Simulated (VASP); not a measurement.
Given:

```
CELL_PARAMETERS angstrom
      2.77206     0.00000     0.00000
      0.00000     2.77206     0.00000
      0.00000     0.00000     3.91202
ATOMIC_POSITIONS crystal
  Ti 0.50000 0.50000 0.50000
  Ga 0.00000 0.00000 0.00000
```

Computed with PBEsol GGA with spin-orbit coupling, VASP's PBE PAW potentials (set 64) (plane waves; VASP 6.6.1). Settings: 400 eV cut-off, 12×12×9 Γ-centred mesh, Gaussian smearing of 0.050 eV, potentials Ti_sv Ga_d.

### Question
Give the energies of bands 19 to 31 at the high-symmetry points, in eV from the Fermi level.

### Answer

```tsv
band	Γ	X	M	Z	R	A
19	-10.46	-5.88	-4.09	-8.99	-6.22	-3.05
20	-10.46	-5.88	-4.09	-8.99	-6.22	-3.05
21	-1.75	-5.08	-0.97	-5.66	-3.38	-2.87
22	-1.75	-5.08	-0.97	-5.66	-3.38	-2.87
23	-0.97	-2.06	-0.89	-0.92	-1.45	-2.81
24	-0.97	-2.06	-0.89	-0.92	-1.45	-2.81
25	-0.43	-0.46	0.10	0.60	-0.99	-0.28
26	-0.43	-0.46	0.10	0.60	-0.99	-0.28
27	2.26	1.58	0.11	1.62	1.72	2.18
28	2.26	1.58	0.11	1.62	1.72	2.18
29	2.28	2.51	0.20	1.66	1.78	4.37
30	2.28	2.51	0.20	1.66	1.78	4.37
31	3.34	4.50	3.69	3.33	2.38	4.49
```

It has no gap at this level: it comes out as a metal or semimetal.

The structure comes from a computed database's TiGa entry (P4/mmm); how it stands against other phases isn't given here. It was relaxed first.
